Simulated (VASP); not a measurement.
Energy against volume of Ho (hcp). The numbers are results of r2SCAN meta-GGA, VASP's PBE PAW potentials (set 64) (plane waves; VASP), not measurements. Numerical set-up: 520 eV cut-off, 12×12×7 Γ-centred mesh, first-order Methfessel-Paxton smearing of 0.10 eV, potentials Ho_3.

The 4f electrons are frozen in the core of the lanthanide potential, so 4f levels, which can set the real gap, and their magnetism are missing.

Shape and ions are relaxed at each volume.

| V (Å³/atom) | E (eV/atom) |
|---|---|
| 29.472 | -32.85013 |
| 30.413 | -32.86526 |
| 31.353 | -32.87147 |
| 32.294 | -32.86967 |

Question: Fit these four points and predict the energy of the run at 33.234 Å³/atom.

Answer: A cubic in V^(−2/3), the third-order Birch-Murnaghan form, passes through the four points with V0 = 31.60 Å³/atom and B0 = 45 GPa, and gives -32.8607 eV/atom there. The run gave -32.8608 eV/atom, -0.1 meV/atom from the fit; all five points give B0 = 44 GPa.

The compound is Ho in the hcp structure. It was relaxed first.
